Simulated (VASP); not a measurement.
Take NiSb (NiAs type), from the solid elements, with no thermal terms, in VASP with PAW potentials, and its formation energy.

Q: One run gives -0.268 eV/atom. Which level is it?
A) LDA
B) PBEsol
C) PBE

A: C, PBE.  The others give -0.321 (PBEsol), -0.342 (LDA).

Only levels that ran to the end are used. Left out are those held back, those with too coarse a band path, GW runs whose mesh misses a band edge, hybrids' fits of cells that aren't cubic and levels without matching references; a question may draw on a part of the rest.
